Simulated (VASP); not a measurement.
```xyz
3
Lattice="1.5703 0.9066 4.8064 -1.5703 0.9066 4.8064 0.0000 -1.8132 4.8064" Properties=species:S:1:pos:R:3 pbc="T T T"
Zr     0.0000     0.0000    14.4157
O      0.0000     0.0000    10.7676
O      0.0000     0.0000     8.4613
```

The numbers are results of r2SCAN meta-GGA, VASP's PBE PAW potentials (set 64) (plane waves; VASP), not measurements. Numerical set-up: 520 eV cut-off, 9×9×9 Γ-centred mesh, tetrahedra with Blöchl corrections, potentials Zr_sv O.

Predict the energy per atom (σ→0), band gap (over mesh and band path) with the smallest direct gap where there is one.

```json
{
  "band gap (over mesh and band path)": "1.47 eV",
  "smallest direct gap (over mesh and band path)": "2.12 eV",
  "energy per atom (σ→0)": "-14.472 eV/atom"
}
```

The absolute energy has meaning only against runs of the same code, potentials and settings.

The structure was generated: ZrO2 was put into the 3R-MoS2 type (R3m), which need not be its known phase. It was relaxed first, which changed the volume by +29 %.
